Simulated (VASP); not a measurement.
Here is the system:

```
CELL_PARAMETERS angstrom
      0.00000     2.69652     2.69652
      2.69652     0.00000     2.69652
      2.69652     2.69652     0.00000
ATOMIC_POSITIONS crystal
  Ag 0.00000 0.00000 0.00000
  Cl 0.50000 0.50000 0.50000
```

Calculation: PBE GGA with D3 dispersion (Becke-Johnson damping), VASP's PBE PAW potentials (set 64) (plane waves; VASP 6.6.1). Settings: 520 eV cut-off, 8×8×8 Γ-centred mesh, Gaussian smearing of 0.050 eV, potentials Ag Cl.

**Question.** Give the stress tensor in GPa (positive for a compressed cell).

**Answer.** 
```
3.68  0.00  0.00
0.00  3.68  0.00
0.00  0.00  3.68
```
The pressure is its mean diagonal, 3.68 GPa.

The compound is AgCl in the rock salt structure. This cell is one point of a volume scan, at 0.94 of the reference volume.
